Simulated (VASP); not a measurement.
Level of theory: PBEsol GGA, VASP's PBE PAW potentials (set 64) (plane waves; VASP 6.6.1).

The input files of a VASP run:

File POSCAR:
```
SnO
1.0
  3.8086401746   0.0000000000   0.0000000000
  0.0000000000   3.8086401746   0.0000000000
  0.0000000000   0.0000000000   4.7288495295
Sn O
2 2
Cart
  1.9043200873   0.0000000000   3.5750058006
  0.0000000000   1.9043200873   1.1538437289
  1.9043200873   1.9043200873   0.0000000000
  0.0000000000   0.0000000000   0.0000000000
```

INCAR:
```
# general
SYSTEM   =  SnO
PREC     =  Accurate
ENCUT    =  520   # plane-wave cut-off (eV)
LREAL    =  .False.
LASPH    =  .True.   # aspherical one-centre terms

# electronic loop
EDIFF    =  1E-7   # SCF stop (eV)
NELM     =  100   # most electronic steps
ALGO     =  Normal
LMAXMIX  =  4   # l cut-off of mixed one-centre charges

# smearing
ISMEAR   =  0
SIGMA    =  0.05   # width (eV)

# functional
GGA      =  PS

# ions
IBRION   =  2   # conjugate gradients
NSW      =  30   # most ionic steps
ISIF     =  4   # ions and shape, fixed volume
EDIFFG   =  -0.01

# output
LWAVE    =  .False.
LCHARG   =  .False.
```

### KPOINTS
```
Automatic mesh
0
Gamma
6 6 5
0 0 0
```

POTCAR, in this order: Sn_d O (PBE.64 set). Program: vasp_std.

Problem. What will the output report for the number of irreducible k-points (NKPTS), largest plane-wave count, number of space-group operations, FFT grid (NGX, NGY, NGZ)?

Solution. 
```json
{
 "number of irreducible k-points (NKPTS)": "30",
 "largest_plane_wave_count": "1856",
 "number_of_space_group_operations": "16",
 "FFT grid (NGX, NGY, NGZ)": "28 × 28 × 36"
}
```

The compound is SnO in the litharge structure. This run relaxes it. Symmetry was kept, so distortions that lower it aren't found.
